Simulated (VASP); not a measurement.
## TlBr: work function with PBE

TlBr, a slab with vacuum:

```
Tl Br
1.0
     3.97000    0.00000    0.00000
     0.00000    5.61443    0.00000
     0.00000    0.00000   23.42164
Tl Br
4 4
Direct
  0.00000 0.50000 0.32022
  0.00000 0.00000 0.44007
  0.00000 0.50000 0.55993
  0.00000 0.00000 0.67978
  0.50000 0.00000 0.32022
  0.50000 0.50000 0.44007
  0.50000 0.00000 0.55993
  0.50000 0.50000 0.67978
```

The cell isn't the ideal one: the (1 1 0) slab of TlBr, cut from the database cell, not relaxed.

```json
{"Program": "VASP 6.6.1", "Task": "work function", "Functional": "PBE", "Potentials or basis": "VASP PAW PBE potentials, release 64 (Tl_d, Br)", "Cutoff": "520 eV", "k mesh": "7 × 5 × 1", "Occupations": "gaussian, width 0.05 eV", "Spin": "no spin polarisation", "Dipole correction": "yes", "Further INCAR settings": "ALGO = Fast; EDIFF = 1e-06"}
```

```json
{
 "Largest force": "0.189 eV/Å",
 "Band gap on the k mesh": "2.31 eV, indirect (least direct gap 2.40 eV)",
 "Ionisation potential of the upper face": "5.56 eV"
}
```

Forces on the atoms (eV/Å):
```
Tl   0.000  0.000  0.051
Tl   0.000  0.000 -0.115
Tl   0.000  0.000  0.115
Tl   0.000  0.000 -0.051
Br   0.000  0.000 -0.032
Br   0.000  0.000 -0.189
Br   0.000  0.000  0.189
Br   0.000  0.000  0.032
```

Levels at points of the mesh, in eV from the valence-band top:
```
           k point  band 36  band 37  band 38  band 39  band 40  band 41  band 42  band 43  band 44  band 45
(0.00, 0.00, 0.00)    -0.77    -0.74    -0.32    -0.32    -0.26     3.52     3.61     4.53     5.07     5.22
```

Wall time 6.2 min on 1 thread of AMD EPYC 7R43 64-Core Processor (Zen 3), on a shared host, peak memory 0.61 GiB.

Caveat: spin-orbit coupling is left out, which as a rule narrows the gap of such compounds by several tenths of an eV.
